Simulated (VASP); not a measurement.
Calculation: PBE GGA, VASP's PBE PAW potentials (set 64) (plane waves; VASP 6.6.1).

A VASP calculation is set up with these files.

INCAR:
```
# general
SYSTEM  = Mg3SrO4
PREC    = Accurate
ENCUT   = 500
LREAL   = F   # projection in real space or not
LASPH   = T

# electronic loop
EDIFF   = 1E-6
NELM    = 100   # most electronic steps
ALGO    = Normal   # blocked Davidson
LMAXMIX = 4   # l cut-off of mixed one-centre charges

# smearing
ISMEAR  = 0
SIGMA   = 0.05   # width (eV)

# functional
GGA     = PE

# output
LWAVE   = F
LCHARG  = T
```

### KPOINTS
```
Automatic mesh
0
Gamma
5 5 5
0 0 0
```

POSCAR:
```
Mg3SrO4
1.0
  4.6109229399   0.0000000000   0.0000000000
  0.0000000000   4.6109229399   0.0000000000
  0.0000000000   0.0000000000   4.6109229399
Sr O Mg
1 4 3
Cartesian
  0.0000000000   0.0000000000   0.0000000000
  2.3054614700   2.3054614700   2.3054614700
  0.0000000000   0.0000000000   2.3054614700
  0.0000000000   2.3054614700   0.0000000000
  2.3054614700   0.0000000000   0.0000000000
  2.3054614700   2.3054614700   0.0000000000
  2.3054614700   0.0000000000   2.3054614700
  0.0000000000   2.3054614700   2.3054614700
```

POTCAR, in this order: Sr_sv O Mg (PBE.64 set). Program: vasp_std.

Question: What will the output report for the number of irreducible k-points (NKPTS), largest plane-wave count, number of space-group operations, FFT grid (NGX, NGY, NGZ)?

Answer: 
| Property | Value |
|---|---|
| number of irreducible k-points (NKPTS) | 10 |
| largest plane-wave count | 2517 |
| number of space-group operations | 48 |
| FFT grid (NGX, NGY, NGZ) | 36 × 36 × 36 |

The structure was generated: Mg3SrO4 was put into an ordered model structure (Pm-3m), which need not be its known phase. It was relaxed first, which changed the volume by +11 %.
